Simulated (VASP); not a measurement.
Here is the system:

```
ZrN
1.0
    0.00000     2.28150     2.28150
    2.28150     0.00000     2.28150
    2.28150     2.28150     0.00000
Zr N
1 1
Cartesian
  0.00000   0.00000   0.00000
  2.28150   2.28150   2.28150
```

These are PBE GGA with D3 dispersion (zero damping), VASP's PBE PAW potentials (set 64) (plane waves; VASP) values and carry that method's errors. Numerical set-up: 520 eV cut-off, Gaussian smearing of 0.050 eV, potentials Zr_sv N.

Problem. Give the energies of bands 6 to 11 at the high-symmetry points, in eV from the Fermi level.

Solution. 
```
band      Γ      X      U      L      W
----  -----  -----  -----  -----  -----
6     -2.72  -4.59  -5.58  -7.77  -5.53
7     -2.72  -3.58  -4.78  -5.80  -4.80
8     -2.72  -3.21  -4.53  -5.80  -4.80
9     -0.44  -3.21  -0.76   3.04   1.00
10    -0.44   3.40   3.43   3.11   1.00
11    -0.44   4.59   3.71   3.11   4.60
```

It has no gap at this level: it comes out as a metal or semimetal.

The compound is ZrN in the rock salt structure. It was relaxed first. The electron count is odd and the run is not spin-polarised, which forces a metal.
